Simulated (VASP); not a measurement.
Input:

```
CELL_PARAMETERS angstrom
      1.78979    -3.10000     0.00000
      1.78979     3.10000     0.00000
      0.00000     0.00000     4.71109
ATOMIC_POSITIONS crystal
  Pt 0.00000 0.00000 0.00000
  S  0.33333 0.66667 0.25704
  S  0.66667 0.33333 0.74296
```

Method: vdW-DF-cx, VASP's PBE PAW potentials (set 64) (plane waves; VASP). Settings: 520 eV cut-off, 7×7×4 Γ-centred mesh, Gaussian smearing of 0.050 eV, potentials Pt S.

Unless said otherwise, spin-orbit coupling is left out, though it shifts the bands of the heavy elements here.

### Question
What does the run give for the energy per atom (σ→0), band gap (on the k-mesh) with the smallest direct gap where there is one?

### Answer

```json
{
 "band gap (on the k-mesh)": "none (metal, semimetal or under 0.01 eV)",
 "energy per atom (σ→0)": "-3.508 eV/atom"
}
```

Only differences to runs with the same potentials and settings are physical.

The compound is PtS2 in the 1T layered structure. It was relaxed first. The k-mesh is coarse (spacing up to 0.33 per Å, 2π included), so the numbers may not be converged in it. The start is the result of an earlier pass.
